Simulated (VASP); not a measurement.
AlSn:

```
CELL_PARAMETERS angstrom
4.19811 0.00000 0.00000
-2.09905 3.63567 0.00000
0.00000 0.00000 3.30685
ATOMIC_POSITIONS crystal
Sn 0.33333 0.66667 0.50000
Al 0.00000 0.00000 0.00000
```

The cell comes from a database or a generator and needn't be the stable form of this composition.

```yaml
Program: VASP 6.6.1
Task: relaxation of cell and atoms
Functional: PBEsol
Potentials_or_basis: VASP PAW PBE potentials, release 64 (Sn_d, Al)
Cutoff: 600 eV
k_mesh: 6 × 6 × 8
Occupations: fermi-dirac, width 0.05 eV
Spin: no spin polarisation
```

At the start: pressure -1.7 GPa; volume 25.24 Å³/atom.

Task: How do energy, volume and symmetry change on relaxing?

Result: Over 5 steps the energy falls by 5.7 meV/atom and the volume is 24.33 Å³/atom (-3.6 %); space group P-6m2 (No. 187, to 0.05 Å).

Step by step:
| step | energy change (eV) | largest force (eV/Å) | pressure (GPa) | volume (Å³) |
| --- | --- | --- | --- | --- |
| 1 | 0.0000 | 0.0000 | -1.72 | 50.47 |
| 2 | -0.0108 | 0.0000 | 0.25 | 48.52 |
| 3 | -0.0109 | 0.0000 | 0.12 | 48.64 |
| 4 | -0.0114 | 0.0000 | -0.02 | 48.66 |
| 5 | -0.0114 | 0.0000 | 0.00 | 48.66 |

Final structure:
```cif
data_structure
_symmetry_space_group_name_H-M 'P 1'
_symmetry_Int_Tables_number 1
_cell_length_a 4.1291
_cell_length_b 4.1291
_cell_length_c 3.2953
_cell_angle_alpha 90.000
_cell_angle_beta 90.000
_cell_angle_gamma 120.000
_cell_volume 48.66
loop_
_atom_site_label
_atom_site_type_symbol
_atom_site_fract_x
_atom_site_fract_y
_atom_site_fract_z
_atom_site_occupancy
Sn1 Sn 0.33333 0.66667 0.50000 1
Al1 Al 0.00000 0.00000 0.00000 1
```

Caveat: the PAW data sets were made with another functional, which shifts forces and pressure a little.
